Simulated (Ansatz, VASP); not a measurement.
# VOs: VASP beside Ansatz

```xyz
2
Lattice="2.9869 0.0000 0.0000 0.0000 2.9869 0.0000 0.0000 0.0000 3.0769" Properties=species:S:1:pos:R:3 pbc="T T T"
V     0.0000    0.0000    0.0000
Os    1.4934    1.4934    1.5385
```

Change from the starting cell: stretched by +2 % along [0.0, 0.0, 1.0] at fixed volume; collinear moments without spin-orbit coupling, PAW files.

Alike in both runs: task single point; functional LDA; k mesh 8 × 8 × 8; occupations fermi-dirac, width 0.1 eV; collinear spin.

```csv
,VASP,Ansatz
version,VASP 6.6.1,Ansatz 0.2.0
potentials or method,"VASP PAW LDA potentials, release 64 (V_sv, Os)","PAW with Ansatz's default frozen-core files, scalar-relativistic"
plane-wave cutoff (eV),520,420
valence electrons in the cell,21,29
```

|  | VASP | Ansatz | Ansatz less VASP |
| --- | --- | --- | --- |
| pressure (GPa) | -13.4 | -14.0 | -0.68 |
| largest component of the traceless stress (GPa) | 2.55 | 2.63 | +0.083 |
| net moment per atom (μB) | 0.00 | 0.00 | 0.000 |

The two sets of potentials don't hold the same shells in valence. Ansatz warned: «seeded_moment_not_kept».

The runs have no spin-orbit coupling, so splittings on Os are missing.
